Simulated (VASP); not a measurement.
Input for VASP

File POSCAR:
```
LiBr
1.0
  0.0000000000   2.6519078775   2.6519078775
  2.6519078775   0.0000000000   2.6519078775
  2.6519078775   2.6519078775   0.0000000000
Li Br
1 1
direct
  0.0000000000   0.0000000000   0.0000000000
  0.5000000000   0.5000000000   0.5000000000
```

File KPOINTS:
```
Automatic mesh
0
Gamma
8 8 8
0 0 0
```

INCAR:
```
# general
SYSTEM   =  LiBr
PREC     =  Accurate
ENCUT    =  520   # plane-wave cut-off (eV)
LREAL    =  .FALSE.   # projection in real space or not
LASPH    =  .TRUE.   # aspherical one-centre terms

# electronic loop
EDIFF    =  1E-7
NELM     =  100
ALGO     =  Normal   # blocked Davidson
LMAXMIX  =  4   # l cut-off of mixed one-centre charges

# smearing
ISMEAR   =  0
SIGMA    =  0.05   # width (eV)

# functional
GGA      =  PS   # PBEsol

# ions
ISIF     =  2

# output
LWAVE    =  .FALSE.
LCHARG   =  .FALSE.
```

POTCAR, in this order: Li_sv Br (PBE.64 set). Program: vasp_std.

Translate this PBEsol calculation to Quantum ESPRESSO's pw.x.

One equivalent input (not run):
```
&CONTROL
  calculation = 'scf'
  pseudo_dir = './pseudo'
  outdir = './out'
  tprnfor = .true.
  tstress = .true.
/
&SYSTEM
  ibrav = 0
  nat = 2
  ntyp = 2
  ecutwfc = 74
  occupations = 'smearing'
  smearing = 'gaussian'
  degauss = 0.003675
  input_dft = 'pbesol'
/
&ELECTRONS
  conv_thr = 7.3e-09
  electron_maxstep = 100
/
ATOMIC_SPECIES
  Li 6.940 Li.upf
  Br 79.904 Br.upf
CELL_PARAMETERS angstrom
     0.0000000    2.6519079    2.6519079
     2.6519079    0.0000000    2.6519079
     2.6519079    2.6519079    0.0000000
ATOMIC_POSITIONS crystal
  Li   0.0000000  0.0000000  0.0000000
  Br   0.5000000  0.5000000  0.5000000
K_POINTS automatic
  8 8 8 0 0 0
```
Limits of the translation: the potentials are each code's own (VASP's PAW set, PseudoDojo norm-conserving files in pw.x), so ENCUT and ecutwfc are chosen apart and not converted; conv_thr bounds pw.x's estimated SCF error, while EDIFF bounds the energy change between steps.

The compound is LiBr in the rock salt structure. This cell is one point of a volume scan, at 0.94 of the reference volume.
